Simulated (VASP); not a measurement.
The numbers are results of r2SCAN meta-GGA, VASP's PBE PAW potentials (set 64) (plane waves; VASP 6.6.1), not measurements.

VASP input:

### POSCAR
```
ScCuO2
1
    1.6116535155     0.9304890109     5.6982394241
   -1.6116535155     0.9304890109     5.6982394241
    0.0000000000    -1.8609770203     5.6982394240
Sc Cu O
1 1 2
Direct
  0.5000000000   0.5000000000   0.5000000000
  0.0000000000   0.0000000000   0.0000000000
  0.8930522627   0.8930522627   0.8930522627
  0.1069477373   0.1069477373   0.1069477373
```

File KPOINTS:
```
Automatic mesh
0
Gamma
9 9 9
0 0 0
```

**INCAR**
```
! general
SYSTEM   =  ScCuO2
PREC     =  Accurate
ENCUT    =  520
LREAL    =  .FALSE.   ! projection in real space or not
LASPH    =  .TRUE.

! electronic loop
EDIFF    =  1E-7
NELM     =  100
ALGO     =  Normal   ! blocked Davidson
LMAXMIX  =  4
LMIXTAU  =  .TRUE.

! smearing
ISMEAR   =  -5

! functional
METAGGA  =  R2SCAN

! ions
ISIF     =  2   ! forces and stress, cell fixed

! output
LWAVE    =  .FALSE.
LCHARG   =  .FALSE.
LORBIT   =  11   ! lm-projected
NEDOS    =  601

! other
LEFG     =  .TRUE.
```

### KPOINTS_OPT
```
k-points along high-symmetry lines
8
Line-mode
Reciprocal
  0.000000   0.000000   0.000000 ! GAMMA
  0.500000   0.500000   0.500000 ! T

  0.500000   0.500000   0.500000 ! T
  0.815504   0.184496   0.500000 ! H_2

  0.500000  -0.184496   0.184496 ! H_0
  0.500000   0.000000   0.000000 ! L

  0.500000   0.000000   0.000000 ! L
  0.000000   0.000000   0.000000 ! GAMMA

  0.000000   0.000000   0.000000 ! GAMMA
  0.342248  -0.342248   0.000000 ! S_0

  0.657752   0.000000   0.342248 ! S_2
  0.500000   0.000000   0.500000 ! F

  0.500000   0.000000   0.500000 ! F
  0.000000   0.000000   0.000000 ! GAMMA
```

POTCAR, in this order: Sc_sv Cu O (PBE.64 set). Program: vasp_std.

Question: Estimate the energy per atom (σ→0), band gap (over mesh and band path).

Answer: 
- energy per atom (σ→0) = -11132 meV/atom
- band gap (over mesh and band path) = 2.51 eV

**OSZICAR**
```
...
DAV:  16    -0.445282124518E+02   -0.12527E-04   -0.73221E-05  5617   0.162E-01    0.849E-03
DAV:  17    -0.445282213640E+02   -0.89122E-05   -0.13506E-05  5315   0.515E-02    0.619E-03
DAV:  18    -0.445282203929E+02    0.97116E-06   -0.24006E-06  6176   0.247E-02    0.217E-03
DAV:  19    -0.445282212014E+02   -0.80852E-06   -0.63049E-07  5365   0.961E-03    0.413E-04
DAV:  20    -0.445282215216E+02   -0.32019E-06   -0.17891E-07  2238   0.448E-03    0.350E-04
DAV:  21    -0.445282215254E+02   -0.38203E-08   -0.24562E-08  1815   0.274E-03
   1 F= -.44528222E+02 E0= -.44528222E+02  d E =0.000000E+00
       N       E                     dE             ncg
```

The structure comes from a computed database's ScCuO2 entry (R-3m); how it stands against other phases isn't given here. It was relaxed first.
